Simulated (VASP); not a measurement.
Output of a VASP run:

### OSZICAR
```
       N       E                     dE             d eps       ncg     rms          rms(c)
DAV:   1     0.422163327810E+03    0.42216E+03   -0.22956E+04  2912   0.290E+03
DAV:   2     0.322987851323E+02   -0.38986E+03   -0.38356E+03  3104   0.624E+02
DAV:   3    -0.238870856689E+02   -0.56186E+02   -0.55625E+02  3384   0.200E+02
DAV:   4    -0.261551749389E+02   -0.22681E+01   -0.22601E+01  3328   0.434E+01
DAV:   5    -0.262156427493E+02   -0.60468E-01   -0.60462E-01  3752   0.724E+00    0.116E+01
DAV:   6    -0.226171495835E+02    0.35985E+01   -0.23473E+01  4856   0.524E+01    0.475E+00
DAV:   7    -0.226163763241E+02    0.77326E-03   -0.21963E+00  3296   0.990E+00    0.253E+00
DAV:   8    -0.226182803772E+02   -0.19041E-02   -0.53806E-01  4224   0.541E+00    0.102E+00
DAV:   9    -0.225973784606E+02    0.20902E-01   -0.16269E-01  4480   0.402E+00    0.255E-01
DAV:  10    -0.225995177132E+02   -0.21393E-02   -0.21939E-02  4216   0.137E+00    0.229E-01
DAV:  11    -0.225983015409E+02    0.12162E-02   -0.73391E-03  4416   0.829E-01    0.232E-02
DAV:  12    -0.225983990954E+02   -0.97555E-04   -0.89492E-04  3040   0.185E-01    0.486E-02
DAV:  13    -0.225983847701E+02    0.14325E-04   -0.44510E-05  4488   0.764E-02    0.244E-02
DAV:  14    -0.225983756803E+02    0.90897E-05   -0.32345E-05  3568   0.447E-02    0.484E-03
DAV:  15    -0.225983752295E+02    0.45080E-06   -0.71924E-06  3728   0.185E-02
   1 F= -.20545649E+02 E0= -.20545496E+02  d E =-.205456E+02
```

OUTCAR:
```
------------------------ aborting loop because EDIFF is reached ----------------------------------------
  FORCE on cell =-STRESS in cart. coord.  units (eV):
  Direction    XX          YY          ZZ          XY          YZ          ZX
  --------------------------------------------------------------------------------------
  Total        2.0801825      2.0801825      2.0157553      0.0000000      0.0000000      0.0000000
  in kB       50.6687874     50.6687874     49.0994800      0.0000000      0.0000000      0.0000000
  external PRESSURE =       0.1456850 kB  Pullay stress =      50.0000000 kB
  volume of cell :       65.78
      direct lattice vectors                 reciprocal lattice vectors
     3.797386141  0.000000000  0.000000000     0.263339035  0.000000000  0.000000000
     0.000000000  3.797386141  0.000000000     0.000000000  0.263339035  0.000000000
     0.000000000  0.000000000  4.561440189     0.000000000  0.000000000  0.219229006
 POSITION                                       TOTAL-FORCE (eV/Angst)
 -----------------------------------------------------------------------------------
      1.89869      0.00000      3.39693         0.000000     -0.000000      0.008999
      0.00000      1.89869      1.16451        -0.000000      0.000000     -0.008999
      1.89869      1.89869      0.00000         0.000000      0.000000      0.000000
      0.00000      0.00000      0.00000         0.000000     -0.000000      0.000000
 -----------------------------------------------------------------------------------
    total drift:                                0.000000     -0.000000     -0.000000
  FREE ENERGIE OF THE ION-ELECTRON SYSTEM (eV)
  ---------------------------------------------------
  free  energy   TOTEN  =       -22.5983752295 eV

  energy  without entropy=      -22.5979136677  energy(sigma->0) =      -22.59822138
  enthalpy is  TOTEN    =       -20.5456494872 eV   P V=        2.0527257424

 reached required accuracy - stopping structural energy minimisation
```
(Selected blocks of OUTCAR.)

File POSCAR:
```
SnO
1
    3.7973861408     0.0000000000     0.0000000000
    0.0000000000     3.7973861408    -0.0000000000
    0.0000000000     0.0000000000     4.5614401892
Sn O
2 2
Direct
  0.5000000000   0.0000000000   0.7447056360
  0.0000000000   0.5000000000   0.2552943640
  0.5000000000   0.5000000000   0.0000000000
  0.0000000000   0.0000000000   0.0000000000
```

Write an INCAR and KPOINTS that could have produced this output.

Several could match; the one computed here: the input of the run itself, PBE GGA, plane waves, VASP's PBE PAW potentials (set 64).

**INCAR**
```
# general
SYSTEM  = SnO
PREC    = Accurate
ENCUT   = 620   # plane-wave cut-off (eV)
LREAL   = F   # projection in real space or not
LASPH   = T

# electronic loop
EDIFF   = 1E-6   # SCF stop (eV)
NELM    = 100   # most electronic steps
ALGO    = Normal   # blocked Davidson
LMAXMIX = 4   # l cut-off of mixed one-centre charges

# smearing
ISMEAR  = 1   # Methfessel-Paxton
SIGMA   = 0.1

# functional
GGA     = PE   # PBE

# ions
IBRION  = 2
NSW     = 40   # most ionic steps
ISIF    = 3
EDIFFG  = -0.02   # ionic stop
PSTRESS = 50   # kbar

# output
LWAVE   = F
LCHARG  = F
```

KPOINTS:
```
Automatic
0
gamma
8 8 7
```

POTCAR, in this order: Sn_d O (PBE.64 set). Program: vasp_std.

Without a dispersion term in the relaxation, distances and binding between the weakly bound layers, chains or molecules are unreliable, and so is what depends on them.

The compound is SnO in the litharge structure. It was relaxed first under an external pressure of 5 GPa.
